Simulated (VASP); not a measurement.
Here is the system:

```
As
1.0
    3.09042     0.00000     0.00000
   -1.54521     2.67639     0.00000
    0.00000     0.00000     4.47763
As
2
Direct
  0.33333   0.66667   0.25000
  0.66667   0.33333   0.75000
```

These are PBEsol GGA with spin-orbit coupling, VASP's PBE PAW potentials (set 64) (plane waves; VASP 6.6.1) values and carry that method's errors. Settings: 400 eV cut-off, 12×12×8 Γ-centred mesh, Gaussian smearing of 0.050 eV, potentials As.

**Question.** Give the energies of bands 5 to 17 at the high-symmetry points, in eV from the Fermi level.

**Answer.** 
```json
[
 {"band": "5", "Γ": "-6.57", "M": "-4.36", "K": "-5.58", "A": "0.72", "L": "-6.35", "H": "-5.47"},
 {"band": "6", "Γ": "-6.57", "M": "-4.36", "K": "-5.58", "A": "0.72", "L": "-6.35", "H": "-5.47"},
 {"band": "7", "Γ": "2.56", "M": "-2.75", "K": "-1.89", "A": "0.72", "L": "-6.35", "H": "-5.38"},
 {"band": "8", "Γ": "2.56", "M": "-2.75", "K": "-1.89", "A": "0.72", "L": "-6.35", "H": "-5.38"},
 {"band": "9", "Γ": "2.86", "M": "-2.38", "K": "-1.72", "A": "3.73", "L": "1.24", "H": "-3.83"},
 {"band": "10", "Γ": "2.86", "M": "-2.38", "K": "-1.72", "A": "3.73", "L": "1.24", "H": "-3.83"},
 {"band": "11", "Γ": "4.81", "M": "-0.49", "K": "-1.05", "A": "3.73", "L": "1.24", "H": "-3.69"},
 {"band": "12", "Γ": "4.81", "M": "-0.49", "K": "-1.05", "A": "3.73", "L": "1.24", "H": "-3.69"},
 {"band": "13", "Γ": "5.16", "M": "-0.16", "K": "-1.03", "A": "4.05", "L": "2.81", "H": "4.80"},
 {"band": "14", "Γ": "5.16", "M": "-0.16", "K": "-1.03", "A": "4.05", "L": "2.81", "H": "4.80"},
 {"band": "15", "Γ": "7.45", "M": "4.44", "K": "-0.07", "A": "4.05", "L": "2.81", "H": "4.91"},
 {"band": "16", "Γ": "7.45", "M": "4.44", "K": "-0.07", "A": "4.05", "L": "2.81", "H": "4.91"},
 {"band": "17", "Γ": "7.74", "M": "4.58", "K": "4.78", "A": "9.61", "L": "7.57", "H": "10.76"}
]
```

It has no gap at this level: it comes out as a metal or semimetal.

The structure was generated: As was put into the hcp type (P6_3/mmc), which need not be its known phase. It was relaxed first.
